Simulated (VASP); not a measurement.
The system is Al.

```xyz
1
Lattice="0.0000 2.0248 2.0248 2.0248 0.0000 2.0248 2.0248 2.0248 0.0000" Properties=species:S:1:pos:R:3 pbc="T T T"
Al    0.0000    0.0000    0.0000
```

```yaml
Program: VASP 6.6.1
Task: relaxation of cell and atoms
Functional: LDA
Potentials_or_basis: VASP PAW LDA potentials, release 64 (Al)
Cutoff: 350 eV
k_mesh: 10 × 10 × 10
Occupations: gaussian, width 0.1 eV
Spin: no spin polarisation
```

At the start: pressure -3.6 GPa; volume 16.60 Å³/atom.

**Question.** How do energy, volume and symmetry change on relaxing?

**Answer.** Over 3 steps the energy falls by 10.0 meV/atom and the volume is 15.75 Å³/atom (-5.1 %); space group Fm-3m (No. 225, to 0.05 Å).

Step by step:
```csv
step,energy change (eV),largest force (eV/Å),pressure (GPa),volume (Å³)
1,0.0000,0.0000,-3.55,16.60
2,-0.0100,0.0000,0.09,15.73
3,-0.0100,0.0000,0.00,15.75
```

Final structure:
```
Al
1.0
     0.00000    1.98965    1.98965
     1.98965    0.00000    1.98965
     1.98965    1.98965    0.00000
Al
1
Direct
  0.00000 0.00000 0.00000
```
